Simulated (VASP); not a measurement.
Given:

```yaml
crystal:
  lattice:
    - [2.19570, -3.79279, 0.00000]
    - [2.19570, 3.79279, 0.00000]
    - [0.00000, 0.00000, 4.50510]
  atoms:
    - { symbol: Ga, position: [0.15527, 0.84473, 0.91853] }
    - { symbol: Ga, position: [0.34473, 0.65527, 0.41853] }
    - { symbol: Ga, position: [0.65527, 0.34473, 0.58147] }
    - { symbol: Ga, position: [0.84473, 0.15527, 0.08147] }
```

Level of theory: revTPSS meta-GGA, VASP's PBE PAW potentials (set 64) (plane waves; VASP 6.6.1). Run with 520 eV cut-off, 9×9×8 Γ-centred mesh, tetrahedra with Blöchl corrections, potentials Ga_d.

Question: Give the energies of bands 22 to 30 at the high-symmetry points, in eV from the Fermi level.

Answer: 
```json
[
 {"band": "22", "Γ": "-4.37", "Y": "-7.59", "C0": "-7.82", "Z": "-9.56", "A0": "-7.03", "T": "-7.84", "S": "-8.84", "R": "-7.35"},
 {"band": "23", "Γ": "-4.00", "Y": "-3.96", "C0": "-6.80", "Z": "0.02", "A0": "-6.17", "T": "-5.62", "S": "-3.54", "R": "-6.49"},
 {"band": "24", "Γ": "-1.74", "Y": "-3.37", "C0": "-1.26", "Z": "0.02", "A0": "-6.17", "T": "-5.62", "S": "-3.54", "R": "-6.49"},
 {"band": "25", "Γ": "-1.38", "Y": "-1.91", "C0": "-1.24", "Z": "0.02", "A0": "-3.94", "T": "-1.31", "S": "-1.55", "R": "-1.72"},
 {"band": "26", "Γ": "-0.94", "Y": "-1.79", "C0": "-0.26", "Z": "0.02", "A0": "-3.94", "T": "-1.31", "S": "-1.55", "R": "-1.72"},
 {"band": "27", "Γ": "0.88", "Y": "0.94", "C0": "-0.08", "Z": "0.25", "A0": "4.45", "T": "-0.81", "S": "0.56", "R": "0.42"},
 {"band": "28", "Γ": "0.91", "Y": "0.95", "C0": "0.84", "Z": "0.25", "A0": "4.45", "T": "-0.81", "S": "0.56", "R": "0.42"},
 {"band": "29", "Γ": "1.10", "Y": "3.65", "C0": "1.82", "Z": "1.99", "A0": "5.22", "T": "6.70", "S": "4.21", "R": "7.56"},
 {"band": "30", "Γ": "5.40", "Y": "3.82", "C0": "3.12", "Z": "1.99", "A0": "5.22", "T": "6.70", "S": "4.21", "R": "7.56"}
]
```

It has no gap at this level: it comes out as a metal or semimetal.

The compound is Ga in the alpha structure. It was relaxed first.
